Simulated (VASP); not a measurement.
A run of VASP 6.6.1 is set up as follows.

INCAR

```
PREC = Accurate ; ENCUT = 520
EDIFF = 1E-7 ; ISMEAR = -1
SIGMA = 0.02 ; LREAL = Auto
LASPH = T ; NELM = 100
ALGO = Normal ; ISIF = 2
LWAVE = F ; LCHARG = F
GGA = PE ; IVDW = 12
NBANDS = 67
```

File KPOINTS:

```
Automatic mesh
0
Gamma
  1 1 1
```

File POSCAR:

```
LiH21O11
1.0
    7.2329760000      0.0000000000      0.0000000000
    0.0000000000      7.2329760000      0.0000000000
    0.0000000000      0.0000000000      7.2329760000
O H Li
11 21 1
Direct
    0.1587313438      0.0426518766      0.8402627079
    0.5969465404      0.5657145828      0.6298652173
    0.0883730293      0.6056151714      0.8979568023
    0.9762095160      0.6932554456      0.5366255881
    0.4930197473      0.3179189313      0.2966413825
    0.8146439308      0.0299738310      0.6656596123
    0.0268630782      0.8646371839      0.2260065566
    0.5140760871      0.9335991160      0.4497180690
    0.5393077483      0.0672199106      0.9902148161
    0.0780315046      0.4411462170      0.2729581848
    0.1229784255      0.2426525403      0.5333074519
    0.1349513672      0.1407857568      0.7437740703
    0.2920789451      0.0368866149      0.8570469472
    0.7112010326      0.6260631862      0.6091130401
    0.5080619651      0.6703603054      0.6264088254
    0.0220794318      0.5190532915      0.8112843178
    0.0952581621      0.5296989787      1.0099024247
    0.9714811718      0.8058508697      0.4498839758
    1.0104416218      0.5753371779      0.4705255485
    0.5101772770      0.4002087108      0.4052550430
    0.3742304689      0.3272788407      0.2348272689
    0.9088513497      0.1067195578      0.5967944592
    0.7086847793      0.0321029684      0.5706779616
    0.0529519246      0.9320091758      0.1119041457
    0.0417532147      0.7284691668      0.1940418439
    0.5861349464      0.8771078461      0.3446161027
    0.4933653865      1.0663107412      0.3965172842
    0.5524835144      0.1946778200      1.0465540049
    0.6359346416      0.0862853686      0.8954682001
   -0.0382415205      0.3966002376      0.2382698353
    0.1066227788      0.3411597107      0.4295603912
    0.1714370406      0.1405921988      0.4657004254
    1.0302813116      0.8407189516      0.7639455737
```

Potentials or basis: VASP PAW PBE potentials, release 64 (O, H, Li_sv).

Run with:

```bash
$ cat potpaw_PBE.64/O/POTCAR potpaw_PBE.64/H/POTCAR potpaw_PBE.64/Li_sv/POTCAR > POTCAR
$ mpirun -np 1 vasp_gam > vasp.out
```

Task: What does it give for the band gap on the k mesh?

Result: 3.84 eV, direct.

Task: Predict the dispersion energy per atom.

Result: -0.034 eV.

Task: What does it give for the largest force?

Result: 2.561 eV/Å.

Forces on the atoms (eV/Å):
```
O   -0.283  0.386 -0.210
O   -2.243 -0.198  0.055
O   -0.979 -1.114 -1.253
O   -0.435  0.966  0.350
O    0.908 -0.741  0.207
O   -0.275  0.820 -1.529
O    0.056 -1.151 -0.593
O    0.687  1.637 -1.845
O    0.715  1.913 -0.087
O    1.690  1.499 -0.061
O   -0.420 -0.558  1.879
H    0.445 -0.154  0.372
H    0.563  0.215  0.351
H    1.829  0.704 -0.408
H    0.427 -0.686  0.045
H    0.766  1.002  0.668
H    0.290  0.011  0.794
H    0.215 -1.989  0.381
H    0.134  1.140 -0.755
H   -0.537  0.033 -0.483
H   -0.528  0.743  0.622
H   -0.374  0.013  0.645
H    0.673 -0.759  1.209
H    0.030  0.095  0.093
H   -0.016  1.332  0.452
H   -0.810  0.398  0.942
H    0.094 -1.504  0.565
H   -0.512 -1.311  0.084
H   -0.112 -0.752 -0.233
H   -1.939 -0.815 -0.620
H   -0.113  0.477 -0.890
H    0.542 -0.917 -0.565
Li  -0.490 -0.734 -0.183
```

 PBE gaps usually lie below the measured ones, often by a third to a half.
